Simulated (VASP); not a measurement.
Consider the following.

```xyz
4
Lattice="3.2635 0.0000 0.0000 -1.6318 2.8263 0.0000 0.0000 0.0000 5.1417" Properties=species:S:1:pos:R:3 pbc="T T T"
Mg     0.0000     1.8842     2.5536
Zn     1.6318     0.9421     0.0180
O      0.0000     1.8842     4.5413
O      1.6318     0.9421     1.9982
```

The numbers are results of PBEsol GGA, VASP's PBE PAW potentials (set 64) (plane waves; VASP), not measurements. Numerical set-up: 520 eV cut-off, Gaussian smearing of 0.050 eV, potentials Mg Zn O.

Question: Give the energies of bands 3 to 15 at the high-symmetry points, in eV from the valence-band maximum.

Answer: 
```
band      Γ      M      K      A      L      H
----  -----  -----  -----  -----  -----  -----
3     -5.21  -5.33  -4.99  -5.28  -5.48  -5.08
4     -5.21  -4.78  -4.66  -5.21  -4.84  -4.86
5     -4.91  -4.58  -4.59  -5.21  -4.81  -4.73
6     -4.39  -4.30  -4.20  -4.16  -4.54  -4.38
7     -4.14  -4.04  -3.90  -4.16  -4.05  -4.18
8     -4.14  -3.91  -3.75  -3.65  -3.99  -3.81
9     -1.34  -2.82  -3.65  -1.37  -2.99  -3.21
10    -1.34  -2.54  -2.43  -1.25  -1.75  -2.63
11    -0.22  -2.02  -2.00  -1.25  -1.70  -2.12
12     0.00  -1.31  -1.65  -0.05  -1.07  -1.20
13     0.00  -0.80  -1.62  -0.05  -0.80  -0.82
14     1.69   6.47   7.58   3.84   6.00   7.68
15     6.70   7.13   7.96   4.93   6.41   8.14
```

The gap is direct, 1.69 eV, from the valence maximum at Γ to the conduction minimum at Γ.

The structure comes from a computed database's MgZnO2 entry (P3m1); how it stands against other phases isn't given here. It was relaxed first.
